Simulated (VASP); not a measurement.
Output of a VASP run:

### OSZICAR
```
...
DAV:   2    -0.321205250048E+02    0.70321E-02   -0.82738E-02  1921   0.265E+00    0.453E-01
DAV:   3    -0.321132627134E+02    0.72623E-02   -0.10020E-02  2147   0.126E+00    0.724E-02
DAV:   4    -0.321133890111E+02   -0.12630E-03   -0.23616E-03  1993   0.357E-01    0.316E-02
DAV:   5    -0.321133800752E+02    0.89359E-05   -0.98056E-05  1946   0.104E-01    0.760E-03
DAV:   6    -0.321133828290E+02   -0.27538E-05   -0.20785E-05  1900   0.346E-02    0.535E-03
DAV:   7    -0.321133834785E+02   -0.64942E-06   -0.17190E-06  2260   0.148E-02    0.183E-03
DAV:   8    -0.321133835136E+02   -0.35115E-07   -0.40865E-07  1709   0.684E-03
   2 F= -.32113384E+02 E0= -.32112915E+02  d E =-.892221E-02
       N       E                     dE             d eps       ncg     rms          rms(c)
DAV:   1    -0.321433163009E+02   -0.29933E-01   -0.35562E+00  1488   0.140E+01    0.101E+00
DAV:   2    -0.321308038207E+02    0.12512E-01   -0.14399E-01  1928   0.349E+00    0.601E-01
DAV:   3    -0.321181119981E+02    0.12692E-01   -0.17626E-02  2131   0.164E+00    0.979E-02
DAV:   4    -0.321183195880E+02   -0.20759E-03   -0.40736E-03  2060   0.464E-01    0.415E-02
DAV:   5    -0.321183043301E+02    0.15258E-04   -0.17135E-04  1904   0.141E-01    0.101E-02
DAV:   6    -0.321183089989E+02   -0.46688E-05   -0.35814E-05  1996   0.457E-02    0.704E-03
DAV:   7    -0.321183101829E+02   -0.11840E-05   -0.32907E-06  2226   0.212E-02    0.268E-03
DAV:   8    -0.321183102738E+02   -0.90884E-07   -0.94584E-07  2174   0.103E-02
   3 F= -.32118310E+02 E0= -.32117917E+02  d E =-.138490E-01
       N       E                     dE             d eps       ncg     rms          rms(c)
DAV:   1    -0.321185975473E+02   -0.28736E-03   -0.34325E-02  1510   0.137E+00    0.997E-02
DAV:   2    -0.321184728615E+02    0.12469E-03   -0.13855E-03  1928   0.348E-01    0.594E-02
DAV:   3    -0.321183497416E+02    0.12312E-03   -0.16667E-04  2139   0.165E-01    0.991E-03
DAV:   4    -0.321183515139E+02   -0.17723E-05   -0.40666E-05  2060   0.462E-02    0.416E-03
DAV:   5    -0.321183512035E+02    0.31044E-06   -0.20965E-06  1859   0.161E-02    0.101E-03
DAV:   6    -0.321183512553E+02   -0.51866E-07   -0.42672E-07  1739   0.661E-03
   4 F= -.32118351E+02 E0= -.32117967E+02  d E =-.138900E-01
       N       E                     dE             d eps       ncg     rms          rms(c)
DAV:   1    -0.321183812348E+02   -0.30031E-04   -0.49281E-03  1496   0.520E-01    0.379E-02
DAV:   2    -0.321183629035E+02    0.18331E-04   -0.19913E-04  1928   0.132E-01    0.226E-02
DAV:   3    -0.321183449614E+02    0.17942E-04   -0.23819E-05  2132   0.627E-02    0.376E-03
DAV:   4    -0.321183452902E+02   -0.32886E-06   -0.58303E-06  2075   0.174E-02    0.157E-03
DAV:   5    -0.321183453403E+02   -0.50072E-07   -0.28608E-07  1450   0.611E-03
   5 F= -.32118345E+02 E0= -.32117958E+02  d E =-.138840E-01
       N       E                     dE             d eps       ncg     rms          rms(c)
DAV:   1    -0.321183834167E+02   -0.38126E-04   -0.15737E-02  1488   0.848E-01    0.410E-02
DAV:   2    -0.321183969290E+02   -0.13512E-04   -0.40483E-04  2237   0.178E-01    0.248E-02
DAV:   3    -0.321183858117E+02    0.11117E-04   -0.98273E-06  2259   0.350E-02    0.822E-03
DAV:   4    -0.321183845156E+02    0.12960E-05   -0.27185E-06  2290   0.173E-02    0.116E-03
DAV:   5    -0.321183845226E+02   -0.70122E-08   -0.20078E-07  1175   0.409E-03
   6 F= -.32118385E+02 E0= -.32117996E+02  d E =-.391824E-04
```

OUTCAR:
```
------------------------ aborting loop because EDIFF is reached ----------------------------------------
  FORCE on cell =-STRESS in cart. coord.  units (eV):
  Direction    XX          YY          ZZ          XY          YZ          ZX
  --------------------------------------------------------------------------------------
  Total       -3.0446193     -3.0446193     -3.0818992      0.0000000      0.0000000      0.0000000
  in kB      -51.8586953    -51.8586953    -52.4936808      0.0000000      0.0000000      0.0000000
  external PRESSURE =     -52.0703571 kB  Pullay stress =       0.0000000 kB
  volume of cell :       94.06
      direct lattice vectors                 reciprocal lattice vectors
     5.216522651  0.000000000  0.000000000     0.191698583  0.000000000  0.000000000
    -0.000000000  5.216522651  0.000000000    -0.000000000  0.191698583  0.000000000
     0.000000000  0.000000000  3.456684926     0.000000000  0.000000000  0.289294518
 POSITION                                       TOTAL-FORCE (eV/Angst)
 -----------------------------------------------------------------------------------
      0.00000      0.00000      3.45668         0.000000     -0.000000      0.000000
      2.60826      2.60826      1.72834         0.000000     -0.000000      0.000000
      1.61489      1.61489      0.00000        -0.001161     -0.001161     -0.000000
      4.22315      0.99337      1.72834        -0.001161      0.001161      0.000000
      0.99337      4.22315      1.72834         0.001161     -0.001161     -0.000000
      3.60164      3.60164      0.00000         0.001161      0.001161      0.000000
 -----------------------------------------------------------------------------------
    total drift:                               -0.000000     -0.000000     -0.000000
  FREE ENERGIE OF THE ION-ELECTRON SYSTEM (eV)
  ---------------------------------------------------
  free  energy   TOTEN  =       -32.1183845226 eV

  energy  without entropy=      -32.1176078895  energy(sigma->0) =      -32.11799621

 reached required accuracy - stopping structural energy minimisation
```
(Selected blocks of OUTCAR.)

POSCAR:
```
PbO2
1
    5.1727336667     0.0000000000     0.0000000000
    0.0000000000     5.1727336667     0.0000000000
    0.0000000000     0.0000000000     3.5154567128
Pb O
2 4
Direct
  1.0000000000   0.0000000000   0.0000000000
  0.5000000000   0.5000000000   0.5000000000
  0.3079910118   0.3079910118   0.0000000000
  0.8079910118   0.1920089882   0.5000000000
  0.1920089882   0.8079910118   0.5000000000
  0.6920089882   0.6920089882   0.0000000000
```

Problem. Reconstruct the remaining input files.

Solution. One answer among several that fit: the input of the run itself, PW91 GGA, plane waves, VASP's PBE PAW potentials (set 64).

**KPOINTS**
```
K-points
0
Gamma
  5 5 7
0 0 0
```

### INCAR
```
# general
SYSTEM =PbO2
PREC   =Accurate
ENCUT  =520
LREAL  =F
LASPH  =T

# electronic loop
EDIFF  =1E-7
NELM   =100
ALGO   =Normal
LMAXMIX=4

# smearing
ISMEAR =0
SIGMA  =0.05

# functional
GGA    =91

# ions
IBRION =2
NSW    =30
ISIF   =4
EDIFFG =-0.01

# output
LWAVE  =F
LCHARG =F
```

POTCAR, in this order: Pb_d O (PBE.64 set). Program: vasp_std.

The compound is PbO2 in the rutile structure. This cell is one point of a volume scan, at 1.06 of the reference volume. Symmetry was kept, so distortions that lower it aren't found.
